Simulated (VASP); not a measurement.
OSZICAR of a VASP run on MoTe₂ (2H layered):

OSZICAR:
```
       N       E                     dE             d eps       ncg     rms          rms(c)
DAV:   1     0.425643149909E+03    0.42564E+03   -0.26725E+04  1432   0.148E+03
DAV:   2    -0.161487968545E+02   -0.44179E+03   -0.43248E+03  1474   0.372E+02
DAV:   3    -0.418030526417E+02   -0.25654E+02   -0.25220E+02  1588   0.743E+01
DAV:   4    -0.423968071649E+02   -0.59375E+00   -0.59256E+00  1475   0.115E+01
DAV:   5    -0.424116672650E+02   -0.14860E-01   -0.14857E-01  1618   0.187E+00    0.256E+01
DAV:   6    -0.414647371485E+02    0.94693E+00   -0.58041E+00  1535   0.137E+01    0.964E+00
DAV:   7    -0.414200401565E+02    0.44697E-01   -0.55001E+00  1379   0.983E+00    0.600E+00
DAV:   8    -0.411021864262E+02    0.31785E+00   -0.15368E+00  1426   0.603E+00    0.335E+00
DAV:   9    -0.411100372337E+02   -0.78508E-02   -0.18238E-01  1639   0.196E+00    0.159E+00
DAV:  10    -0.411012026302E+02    0.88346E-02   -0.57565E-02  1507   0.132E+00    0.471E-01
DAV:  11    -0.411013292959E+02   -0.12667E-03   -0.25404E-03  1491   0.253E-01    0.419E-01
DAV:  12    -0.411013372684E+02   -0.79725E-05   -0.53535E-04  1509   0.979E-02    0.237E-01
DAV:  13    -0.411012543306E+02    0.82938E-04   -0.24069E-04  1577   0.896E-02    0.117E-01
DAV:  14    -0.411012501464E+02    0.41842E-05   -0.17314E-05  1382   0.175E-02    0.751E-02
DAV:  15    -0.411012496117E+02    0.53464E-06   -0.13000E-06  1006   0.590E-03
   1 F= -.32832824E+02 E0= -.32832824E+02  d E =-.328328E+02
       N       E                     dE             d eps       ncg     rms          rms(c)
DAV:   1    -0.454793839235E+02   -0.43781E+01   -0.12966E+02  1282   0.916E+01    0.320E+01
DAV:   2    -0.411721223036E+02    0.43073E+01   -0.34796E+01  1362   0.382E+01    0.107E+01
DAV:   3    -0.402439975140E+02    0.92812E+00   -0.78979E+00  1306   0.126E+01    0.593E+00
DAV:   4    -0.400914676188E+02    0.15253E+00   -0.76587E-01  1334   0.530E+00    0.258E+00
DAV:   5    -0.400701081362E+02    0.21359E-01   -0.28693E-01  1534   0.323E+00    0.311E+00
DAV:   6    -0.400547802136E+02    0.15328E-01   -0.17701E-01  1369   0.169E+00    0.591E-01
DAV:   7    -0.400525876489E+02    0.21926E-02   -0.36744E-02  1439   0.108E+00    0.618E-01
DAV:   8    -0.400525647646E+02    0.22884E-04   -0.17261E-03  1425   0.222E-01    0.963E-02
DAV:   9    -0.400525446019E+02    0.20163E-04   -0.13072E-04  1504   0.603E-02    0.791E-02
DAV:  10    -0.400525418993E+02    0.27026E-05   -0.10503E-05  1241   0.164E-02    0.596E-02
DAV:  11    -0.400525388629E+02    0.30364E-05   -0.79326E-06  1293   0.132E-02    0.157E-02
DAV:  12    -0.400525388715E+02   -0.86939E-08   -0.45543E-07   732   0.397E-03
   2 F= -.32581002E+02 E0= -.32580829E+02  d E =0.251822E+00
       N       E                     dE             d eps       ncg     rms          rms(c)
DAV:   1    -0.438818909657E+02   -0.38294E+01   -0.64070E+01  1300   0.647E+01    0.155E+01
DAV:   2    -0.427298196915E+02    0.11521E+01   -0.44033E+01  1475   0.375E+01    0.977E+00
DAV:   3    -0.409389791017E+02    0.17908E+01   -0.96039E+00  1389   0.138E+01    0.528E+00
DAV:   4    -0.409521338884E+02   -0.13155E-01   -0.62542E-01  1479   0.317E+00    0.215E+00
DAV:   5    -0.409087867106E+02    0.43347E-01   -0.18327E-01  1428   0.273E+00    0.824E-01
DAV:   6    -0.409084722209E+02    0.31449E-03   -0.12153E-02  1579   0.559E-01    0.501E-01
DAV:   7    -0.409087779659E+02   -0.30574E-03   -0.34265E-03  1445   0.249E-01    0.178E-01
DAV:   8    -0.409087422762E+02    0.35690E-04   -0.26614E-04  1387   0.976E-02    0.952E-02
DAV:   9    -0.409087372155E+02    0.50607E-05   -0.63785E-05  1406   0.307E-02    0.361E-02
DAV:  10    -0.409087375127E+02   -0.29715E-06   -0.84869E-06  1377   0.131E-02
   3 F= -.32900531E+02 E0= -.32900531E+02  d E =-.677072E-01
       N       E                     dE             d eps       ncg     rms          rms(c)
DAV:   1    -0.409289104009E+02   -0.20173E-01   -0.24868E+00  1332   0.111E+01    0.216E+00
DAV:   2    -0.408765450256E+02    0.52365E-01   -0.47356E-01  1453   0.428E+00    0.128E+00
DAV:   3    -0.408589123410E+02    0.17633E-01   -0.10383E-01  1465   0.137E+00    0.600E-01
DAV:   4    -0.408568011610E+02    0.21112E-02   -0.84720E-03  1345   0.534E-01    0.425E-01
DAV:   5    -0.408565988459E+02    0.20232E-03   -0.50447E-03  1517   0.402E-01    0.462E-01
DAV:   6    -0.408561431473E+02    0.45570E-03   -0.45884E-03  1427   0.284E-01    0.590E-02
DAV:   7    -0.408561154098E+02    0.27737E-04   -0.37513E-04  1416   0.107E-01    0.888E-02
DAV:   8    -0.408561155453E+02   -0.13543E-06   -0.10875E-05  1330   0.170E-02    0.769E-02
DAV:   9    -0.408561142842E+02    0.12611E-05   -0.16302E-06   783   0.620E-03    0.462E-02
DAV:  10    -0.408561137345E+02    0.54972E-06   -0.87279E-07   704   0.434E-03
   4 F= -.32927494E+02 E0= -.32927494E+02  d E =-.269623E-01
       N       E                     dE             d eps       ncg     rms          rms(c)
DAV:   1    -0.408383111035E+02    0.17803E-01   -0.44953E-01  1332   0.474E+00    0.909E-01
DAV:   2    -0.408289113187E+02    0.93998E-02   -0.91663E-02  1461   0.186E+00    0.567E-01
DAV:   3    -0.408255092511E+02    0.34021E-02   -0.20510E-02  1482   0.602E-01    0.248E-01
DAV:   4    -0.408251243710E+02    0.38488E-03   -0.15480E-03  1352   0.228E-01    0.181E-01
DAV:   5    -0.408250884817E+02    0.35889E-04   -0.87132E-04  1531   0.167E-01    0.198E-01
DAV:   6    -0.408250119903E+02    0.76491E-04   -0.80184E-04  1428   0.119E-01    0.259E-02
DAV:   7    -0.408250066569E+02    0.53333E-05   -0.63946E-05  1424   0.442E-02    0.407E-02
DAV:   8    -0.408250067016E+02   -0.44663E-07   -0.16252E-06   969   0.689E-03
   5 F= -.32930007E+02 E0= -.32930007E+02  d E =-.294755E-01
       N       E                     dE             d eps       ncg     rms          rms(c)
DAV:   1    -0.408232386918E+02    0.17680E-02   -0.11981E+00  1248   0.751E+00    0.152E+00
DAV:   2    -0.408034653347E+02    0.19773E-01   -0.32272E-01  1507   0.304E+00    0.125E+00
DAV:   3    -0.407923124852E+02    0.11153E-01   -0.55533E-02  1433   0.105E+00    0.264E-01
DAV:   4    -0.407911927016E+02    0.11198E-02   -0.60703E-03  1465   0.381E-01    0.218E-01
DAV:   5    -0.407909450024E+02    0.24770E-03   -0.15688E-03  1546   0.228E-01    0.249E-01
DAV:   6    -0.407909366711E+02    0.83312E-05   -0.28985E-04  1477   0.770E-02    0.497E-02
DAV:   7    -0.407909333172E+02    0.33540E-05   -0.35389E-05  1518   0.341E-02    0.381E-02
DAV:   8    -0.407909329642E+02    0.35297E-06   -0.18314E-06   946   0.667E-03
   6 F= -.32936186E+02 E0= -.32936183E+02  d E =-.617879E-02
       N       E                     dE             d eps       ncg     rms          rms(c)
DAV:   1    -0.407796051015E+02    0.11328E-01   -0.31173E-01  1248   0.384E+00    0.779E-01
DAV:   2    -0.407745121304E+02    0.50930E-02   -0.85054E-02  1507   0.156E+00    0.637E-01
DAV:   3    -0.407715560112E+02    0.29561E-02   -0.14691E-02  1419   0.542E-01    0.136E-01
DAV:   4    -0.407712706769E+02    0.28533E-03   -0.16321E-03  1473   0.196E-01    0.113E-01
DAV:   5    -0.407712018631E+02    0.68814E-04   -0.42469E-04  1532   0.118E-01    0.129E-01
DAV:   6    -0.407712005873E+02    0.12758E-05   -0.73288E-05  1442   0.388E-02    0.258E-02
DAV:   7    -0.407711995953E+02    0.99199E-06   -0.90714E-06  1364   0.174E-02
   7 F= -.32936978E+02 E0= -.32936949E+02  d E =-.697144E-02
       N       E                     dE             d eps       ncg     rms          rms(c)
DAV:   1    -0.408768256557E+02   -0.10563E+00   -0.14787E+00  1261   0.908E+00    0.240E+00
DAV:   2    -0.408482301959E+02    0.28595E-01   -0.28921E-01  1416   0.335E+00    0.602E-01
DAV:   3    -0.408385874636E+02    0.96427E-02   -0.12065E-01  1388   0.145E+00    0.951E-01
DAV:   4    -0.408360694929E+02    0.25180E-02   -0.87955E-03  1366   0.511E-01    0.283E-01
DAV:   5    -0.408352445668E+02    0.82493E-03   -0.77434E-03  1512   0.498E-01    0.169E-01
DAV:   6    -0.408351449443E+02    0.99622E-04   -0.78025E-04  1517   0.142E-01    0.831E-02
DAV:   7    -0.408351406111E+02    0.43333E-05   -0.89136E-05  1403   0.565E-02    0.230E-02
DAV:   8    -0.408351403531E+02    0.25796E-06   -0.38146E-06  1217   0.119E-02
   8 F= -.32933947E+02 E0= -.32933730E+02  d E =0.303120E-02
       N       E                     dE             d eps       ncg     rms          rms(c)
DAV:   1    -0.408128557762E+02    0.22285E-01   -0.65481E-01  1261   0.603E+00    0.166E+00
DAV:   2    -0.407998095597E+02    0.13046E-01   -0.11939E-01  1400   0.217E+00    0.383E-01
DAV:   3    -0.407960023304E+02    0.38072E-02   -0.48292E-02  1373   0.918E-01    0.608E-01
DAV:   4    -0.407949492511E+02    0.10531E-02   -0.37341E-03  1358   0.333E-01    0.183E-01
DAV:   5    -0.407946094059E+02    0.33985E-03   -0.33729E-03  1520   0.329E-01    0.125E-01
DAV:   6    -0.407945551761E+02    0.54230E-04   -0.44279E-04  1509   0.102E-01    0.589E-02
DAV:   7    -0.407945530138E+02    0.21622E-05   -0.45177E-05  1419   0.390E-02    0.123E-02
DAV:   8    -0.407945530212E+02   -0.73424E-08   -0.15024E-06   880   0.745E-03
   9 F= -.32938029E+02 E0= -.32937965E+02  d E =-.105064E-02
```

Task: Which electronic solver shows in the log?

Result: It is blocked Davidson (ALGO = Normal, or the opening steps of other solvers). The INCAR had ALGO = Normal.

Task: Can the final energy be trusted as converged?

Result: The calculation finished and met its thresholds. It stopped with EDIFF = 1E-6, NELM = 100, NSW = 40 and EDIFFG = -0.02 after 9 ionic steps (LDA (Ceperley-Alder, Perdew-Zunger), plane waves, VASP's LDA PAW potentials (set 64)). Energy and stress use the plane-wave basis of the starting cell.

The compound is MoTe2 in the 2H layered structure. This run relaxes it under an external pressure of 10 GPa. Symmetry was kept, so distortions that lower it aren't found.
